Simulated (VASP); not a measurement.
VASP runs on WSi₂ (MoSi2 type) share one base input (PBE GGA, plane waves, VASP's PBE PAW potentials (set 64)) and change the settings named in each case.

KPOINTS:
```
Automatic mesh
0
Gamma
12 12 12
0 0 0
```

POSCAR:
```
WSi2
4.5254030
 -0.3546645459   0.3546645459   0.8651163222
  0.3546645459  -0.3546645459   0.8651163222
  0.3546645459   0.3546645459  -0.8651163222
Si W
2 1
Direct
  0.6650000000   0.6650000000   0.0000000000
  0.3350000000   0.3350000000   0.0000000000
  0.0000000000   0.0000000000   0.0000000000
```

INCAR:
```
SYSTEM = WSi2
PREC = Accurate; ENCUT = 400; LREAL = .False.
LASPH = .True.
EDIFF = 1E-6; NELM = 100; ALGO = Normal
LMAXMIX = 6
ISMEAR = 1; SIGMA = 0.1
GGA = PE
ISIF = 2
LWAVE = .False.; LCHARG = .False.
```

POTCAR, in this order: Si W_sv (PBE.64 set). Program: vasp_std.

```
change        pressure (GPa)  electronic steps
------------  --------------  ----------------
base run                3.91                12
EDIFF = 1E-2            4.20                 9
EDIFF = 1E-3            4.25                 9
EDIFF = 1E-4            3.71                10
EDIFF = 1E-5            3.91                11
EDIFF = 1E-8            3.94                15
```
 Unless said otherwise, spin-orbit coupling is left out, though it shifts the bands of the heavy elements here.

Left out are runs that ran out of time, are held back, or changed the cell or the kind of run, fixed moments of cells without a moment, rows past the twelfth, gaps on odd meshes, pressures of charged cells and columns that move by less than the noise.

The compound is WSi2 in the MoSi2 type structure. The cell was not relaxed at this level, forces remain on its atoms.
